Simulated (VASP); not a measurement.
Data:

```xyz
5
Lattice="9.3709 -2.0548 -0.0225 9.3709 2.0548 -0.0225 8.9288 0.0000 3.5090" Properties=species:S:1:pos:R:3 pbc="T T T"
Bi    11.1021     0.0000     1.3898
Bi    16.5684     0.0000     2.0741
Se     0.0000     0.0000     0.0000
Se     5.7935     0.0000     0.7253
Se    21.8770     0.0000     2.7387
```

All values below come from LDA (Ceperley-Alder, Perdew-Zunger), VASP's LDA PAW potentials (set 64) (plane waves; VASP 6.6.1). Settings: 520 eV cut-off, Gaussian smearing of 0.050 eV, potentials Bi_d Se.

Unless said otherwise, spin-orbit coupling is left out, though it shifts the bands of the heavy elements here.

### Question
Predict the band gap (along the path) with the smallest direct gap where there is one.

### Answer

The band gap (along the path) comes out as 0.04 eV and the smallest direct gap (along the path) is 0.04 eV.

The compound is Bi2Se3 in the tetradymite structure. It was relaxed first.
